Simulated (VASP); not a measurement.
Given:

```xyz
4
Lattice="4.0770 0.0000 0.0000 0.0000 4.0770 0.0000 0.0000 0.0000 5.1374" Properties=species:S:1:pos:R:3 pbc="T T T"
Al     2.0385     0.0000     1.2165
Al     0.0000     2.0385     3.9209
As     0.0000     0.0000     0.0000
As     2.0385     2.0385     0.0000
```

The numbers are results of PBE GGA, VASP's PBE PAW potentials (set 64) (plane waves; VASP 6.6.1), not measurements. Settings: 300 eV cut-off, 7×7×5 Γ-centred mesh, Fermi-Dirac smearing of 0.10 eV, potentials Al As.

Problem. Give the energies of bands 3 to 11 at the high-symmetry points, in eV from the Fermi level.

Solution. 
| band | Γ | X | M | Z | R | A |
|---|---|---|---|---|---|---|
| 3 | -6.35 | -4.57 | -8.43 | -7.44 | -5.38 | -8.34 |
| 4 | -5.65 | -4.57 | -8.43 | -5.58 | -5.38 | -8.34 |
| 5 | -5.65 | -3.51 | -3.19 | -5.58 | -3.44 | -3.91 |
| 6 | -3.11 | -3.51 | -3.19 | -0.84 | -3.44 | -3.91 |
| 7 | -0.40 | -2.54 | -0.14 | -0.56 | -2.69 | -1.55 |
| 8 | -0.35 | -2.54 | -0.14 | 0.42 | -2.69 | -1.55 |
| 9 | 0.66 | -0.85 | 1.87 | 0.42 | 1.47 | 3.64 |
| 10 | 0.66 | -0.85 | 1.87 | 1.14 | 1.47 | 3.64 |
| 11 | 4.15 | 5.51 | 2.43 | 1.28 | 4.23 | 5.55 |

It has no gap at this level: it comes out as a metal or semimetal.

The structure was generated: AlAs was put into an ordered model structure, which need not be its known phase. The cell was not relaxed at this level.
